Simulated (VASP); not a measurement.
Given:

```
GaN
1.0
    0.00000     2.26000     2.26000
    2.26000     0.00000     2.26000
    2.26000     2.26000     0.00000
Ga N
1 1
Direct
  0.00000   0.00000   0.00000
  0.25000   0.25000   0.25000
```

Level of theory: G0W0 on PBE orbitals, VASP's PBE PAW potentials (set 64) (plane waves; VASP). Run with PREC = Normal, 500 eV cut-off, 6×6×6 Γ-centred mesh, Gaussian smearing of 0.010 eV, potentials Ga_d_GW N_GW_new.

The mesh is coarse and the basis finite, so the quasiparticle values are not converged.

NBANDS = 120, ENCUTGW = 180 eV, NOMEGA = 64. The PBE levels (eV) that the step starts from are:

```tsv
state	KS energy	filling
k1 (0.00, 0.00, 0.00), band 6	-7.53	2
k1 (0.00, 0.00, 0.00), band 7	5.64	2
k1 (0.00, 0.00, 0.00), band 8	5.64	2
k1 (0.00, 0.00, 0.00), band 9	5.64	2
k1 (0.00, 0.00, 0.00), band 10	7.31	0
k1 (0.00, 0.00, 0.00), band 11	15.88	0
k1 (0.00, 0.00, 0.00), band 12	15.88	0
k1 (0.00, 0.00, 0.00), band 13	15.88	0
k8 (-0.33, 0.17, 0.00), band 6	-6.46	2
k8 (-0.33, 0.17, 0.00), band 7	-0.25	2
k8 (-0.33, 0.17, 0.00), band 8	3.13	2
k8 (-0.33, 0.17, 0.00), band 9	4.64	2
k8 (-0.33, 0.17, 0.00), band 10	11.52	0
k8 (-0.33, 0.17, 0.00), band 11	13.35	0
k8 (-0.33, 0.17, 0.00), band 12	15.48	0
k8 (-0.33, 0.17, 0.00), band 13	16.70	0
k9 (-0.17, 0.17, 0.00), band 6	-7.34	2
k9 (-0.17, 0.17, 0.00), band 7	1.93	2
k9 (-0.17, 0.17, 0.00), band 8	3.92	2
k9 (-0.17, 0.17, 0.00), band 9	5.24	2
k9 (-0.17, 0.17, 0.00), band 10	10.37	0
k9 (-0.17, 0.17, 0.00), band 11	14.25	0
k9 (-0.17, 0.17, 0.00), band 12	15.50	0
k9 (-0.17, 0.17, 0.00), band 13	16.61	0
```

**Question.** Give the quasiparticle energies and renormalisation factors Z.

**Answer.** 
```tsv
state	QP energy (eV)	Z
k1 (0.00, 0.00, 0.00), band 6	-10.42	0.73
k1 (0.00, 0.00, 0.00), band 7	4.98	0.76
k1 (0.00, 0.00, 0.00), band 8	4.98	0.76
k1 (0.00, 0.00, 0.00), band 9	4.98	0.76
k1 (0.00, 0.00, 0.00), band 10	7.82	0.79
k1 (0.00, 0.00, 0.00), band 11	16.50	0.79
k1 (0.00, 0.00, 0.00), band 12	16.50	0.79
k1 (0.00, 0.00, 0.00), band 13	16.50	0.79
k8 (-0.33, 0.17, 0.00), band 6	-8.61	0.72
k8 (-0.33, 0.17, 0.00), band 7	-1.21	0.72
k8 (-0.33, 0.17, 0.00), band 8	2.25	0.75
k8 (-0.33, 0.17, 0.00), band 9	3.88	0.76
k8 (-0.33, 0.17, 0.00), band 10	12.29	0.78
k8 (-0.33, 0.17, 0.00), band 11	13.85	0.77
k8 (-0.33, 0.17, 0.00), band 12	16.17	0.76
k8 (-0.33, 0.17, 0.00), band 13	17.30	0.78
k9 (-0.17, 0.17, 0.00), band 6	-9.89	0.72
k9 (-0.17, 0.17, 0.00), band 7	1.02	0.74
k9 (-0.17, 0.17, 0.00), band 8	3.10	0.75
k9 (-0.17, 0.17, 0.00), band 9	4.54	0.76
k9 (-0.17, 0.17, 0.00), band 10	11.06	0.77
k9 (-0.17, 0.17, 0.00), band 11	14.95	0.78
k9 (-0.17, 0.17, 0.00), band 12	16.01	0.78
k9 (-0.17, 0.17, 0.00), band 13	17.25	0.78
```
On the mesh the gap opens from 1.67 to 2.84 eV.

The compound is GaN in the zinc blende structure, a metastable form; wurtzite is the usual one. The cell was not relaxed at this level.
